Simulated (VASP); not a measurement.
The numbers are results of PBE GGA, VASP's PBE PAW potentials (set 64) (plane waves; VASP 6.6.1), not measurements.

VASP ran on this input.

File POSCAR:
```
I atom
1.0
 12.0000000000   0.0000000000   0.0000000000
  0.0000000000  12.5000000000   0.0000000000
  0.0000000000   0.0000000000  13.0000000000
I
1
direct
  0.0000000000   0.0000000000   0.0000000000
```

INCAR:
```
LMAXMIX = 4   # l cut-off of mixed one-centre charges
LCHARG = .FALSE.
PREC = Normal
SIGMA = 0.01
LREAL = .FALSE.
LASPH = .TRUE.   # aspherical one-centre terms
EDIFF = 1E-6   # SCF stop (eV)
LWAVE = .FALSE.
SYSTEM = I atom
GGA = PE   # PBE
ISMEAR = 0   # Gaussian
ISYM = 0
LORBIT = 10
ISPIN = 2   # spin-polarised
ENCUT = 520
NUPDOWN = 1
ALGO = All   # all-band CG
MAGMOM = 1
NELM = 200   # most electronic steps
```

### KPOINTS
```
Automatic mesh
0
Gamma
1 1 1
0 0 0
```

POTCAR, in this order: I (PBE.64 set). Program: vasp_gam. Read from the step before: WAVECAR.

The run wrote:

**OSZICAR**
```
       N       E                     dE             d eps       ncg     rms           ort
SDA:   1    -0.177027878445E+00   -0.17703E+00    0.00000E+00     8   0.197E-04   0.000E+00
CGA:   2    -0.177029218453E+00   -0.13400E-05   -0.13468E-05     8   0.115E-06   0.231E-07
SDA:   3    -0.177029237300E+00   -0.18847E-07   -0.19649E-07     8   0.632E-07   0.678E-07
   1 F= -.17702924E+00 E0= -.17317274E+00  d E =-.771299E-02  mag=     1.0000
```

OUTCAR:
```
------------------------ aborting loop because EDIFF is reached ----------------------------------------
  FORCE on cell =-STRESS in cart. coord.  units (eV):
  Direction    XX          YY          ZZ          XY          YZ          ZX
  --------------------------------------------------------------------------------------
  Total       -0.0012260     -0.0020004      0.0013700      0.0000705     -0.0003654     -0.0003644
  in kB       -0.0010073     -0.0016436      0.0011256      0.0000579     -0.0003003     -0.0002994
  external PRESSURE =      -0.0005084 kB  Pullay stress =       0.0000000 kB
  volume of cell :     1950.00
      direct lattice vectors                 reciprocal lattice vectors
    12.000000000  0.000000000  0.000000000     0.083333333  0.000000000  0.000000000
     0.000000000 12.500000000  0.000000000     0.000000000  0.080000000  0.000000000
     0.000000000  0.000000000 13.000000000     0.000000000  0.000000000  0.076923077
 POSITION                                       TOTAL-FORCE (eV/Angst)
 -----------------------------------------------------------------------------------
      0.00000      0.00000      0.00000         0.000001     -0.000000     -0.000001
 -----------------------------------------------------------------------------------
    total drift:                                0.000001     -0.000000     -0.000001
  FREE ENERGIE OF THE ION-ELECTRON SYSTEM (eV)
  ---------------------------------------------------
  free  energy   TOTEN  =        -0.1770292373 eV

  energy  without entropy=       -0.1693162519  energy(sigma->0) =       -0.17317274

 total charge

# of ion       s       p       d       tot
------------------------------------------
    1        1.527   2.644   0.000   4.172

 magnetization (x)

# of ion       s       p       d       tot
------------------------------------------
    1        0.014   0.556   0.000   0.570
```
(Selected blocks of OUTCAR.)

The atom may not be in its lowest state.

The cell is a free atom in a box.
